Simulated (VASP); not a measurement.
## SiB2: relaxation of cell and atoms with PBE

Crystal: SiB2.

```
Si B
1.0
     2.98088    0.00000    0.00000
    -1.49044    2.58152    0.00000
     0.00000    0.00000    3.52414
Si B
1 2
Cartesian
  -1.4904 2.5815 0.0000
  0.0000 1.7210 1.7621
  1.4904 0.8605 1.7621
```

The cell was built by a generator and needn't be a form met in nature.

| Quantity | Value |
| --- | --- |
| Program | VASP 6.6.1 |
| Task | relaxation of cell and atoms |
| Functional | PBE |
| Potentials or basis | VASP PAW PBE potentials, release 64 (Si, B) |
| Cutoff | 520 eV |
| k mesh | 14 × 14 × 10 |
| Occupations | gaussian, width 0.1 eV |
| Spin | no spin polarisation |
| Further INCAR settings | ALGO = Normal; EDIFF = 1e-07; IBRION = 2; POTIM = 0.3; EDIFFG = -0.005; NSW = 60; ISIF = 3 |

| Quantity | Value |
| --- | --- |
| Energy gained by relaxing | 0.0 meV/atom |
| Ionic steps | 2 |
| Pressure after relaxing | 0.0 GPa |
| Band gap on the k mesh | none (metal or under the smearing width) |

Final structure:
```
Si B
1.0
     2.98051    0.00000    0.00000
    -1.49026    2.58120    0.00000
     0.00000    0.00000    3.52490
Si B
1 2
Cartesian
  0.0000 0.0000 0.0000
  0.0000 1.7208 1.7624
  1.4903 0.8604 1.7624
```

Levels at points of the mesh, in eV from the Fermi level:
```tsv
k point	band 2	band 3	band 4	band 5	band 6	band 7	band 8	band 9
(0.00, 0.00, 0.00)	-6.43	-3.83	-0.92	-0.92	3.08	3.08	8.04	8.21
(0.50, 0.00, 0.00)	-10.96	-4.23	-1.79	-0.66	-0.39	0.65	2.00	6.38
(0.00, 0.00, 0.50)	-12.69	-0.46	-0.46	5.19	5.19	5.33	6.20	6.20
(0.50, 0.00, 0.50)	-9.23	-7.37	-7.27	-3.46	2.60	3.17	3.48	8.99
```

It took 40 s on 1 thread of Intel(R) Xeon(R) Platinum 8259CL CPU @ 2.50GHz (Skylake/Cascade Lake) (shared host), peak memory 0.16 GiB.
